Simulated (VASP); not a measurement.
Here is the system:

```
CELL_PARAMETERS angstrom
      1.60058     0.92410     4.75745
     -1.60058     0.92410     4.75745
      0.00000    -1.84819     4.75745
ATOMIC_POSITIONS crystal
  Mg 0.50000 0.50000 0.50000
  Cd 0.00000 0.00000 0.00000
```

Computed with PBEsol GGA with spin-orbit coupling, VASP's PBE PAW potentials (set 64) (plane waves; VASP). Numerical set-up: 400 eV cut-off, 12×12×12 Γ-centred mesh, Gaussian smearing of 0.050 eV, potentials Mg Cd.

Estimate the energy per atom (σ→0), band gap (over mesh and band path) with the smallest direct gap where there is one.

- band gap (over mesh and band path): none (metal, semimetal or under 0.01 eV)
- energy per atom (σ→0): -1.546 eV/atom

The absolute energy has meaning only against runs of the same code, potentials and settings.

The structure comes from a computed database's MgCd entry (R-3m); how it stands against other phases isn't given here. It was relaxed first.
